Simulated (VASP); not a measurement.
As:

```
As
1.0
     1.88080    1.08588    3.51406
    -1.88080    1.08588    3.51406
     0.00000   -2.17176    3.51406
As
2
Direct
  0.77400 0.77400 0.77400
  0.22600 0.22600 0.22600
```

| Quantity | Value |
| --- | --- |
| Program | VASP 6.6.1 |
| Task | relaxation of cell and atoms |
| Functional | PBE |
| Dispersion | D3(BJ) |
| Potentials or basis | VASP PAW PBE potentials, release 64 (As) |
| Cutoff | 600 eV |
| k mesh | 9 × 9 × 9 |
| Occupations | gaussian, width 0.03 eV |
| Spin | no spin polarisation |

At the start: pressure 0.9 GPa; volume 21.53 Å³/atom.

Q: How do energy, volume and symmetry change on relaxing?

A: Over 12 steps the energy falls by 12.0 meV/atom and the volume is 20.93 Å³/atom (-2.8 %); space group R-3m (No. 166, to 0.05 Å).

Step by step:
```
step  energy change (eV)  largest force (eV/Å)  pressure (GPa)  volume (Å³)
   1              0.0000                0.4899            0.86        43.06
   2             -0.0091                0.0343           -1.64        43.78
   3             -0.0102                0.0892           -1.05        43.60
   4             -0.0155                0.0321           -0.45        42.93
   5             -0.0176                0.0258            0.23        42.22
   6             -0.0220                0.0245            0.20        41.97
   7             -0.0236                0.0256            0.20        41.78
   8             -0.0238                0.0263            0.20        41.69
   9             -0.0239                0.0238           -0.18        41.94
  10             -0.0240                0.0244           -0.07        41.86
  11             -0.0240                0.0108            0.04        41.86
  12             -0.0240                0.0002            0.01        41.86
```

Final structure:
```
CELL_PARAMETERS angstrom
1.89590 1.09460 3.36173
-1.89590 1.09460 3.36173
0.00000 -2.18920 3.36173
ATOMIC_POSITIONS crystal
As 0.76953 0.76953 0.76953
As 0.23047 0.23047 0.23047
```
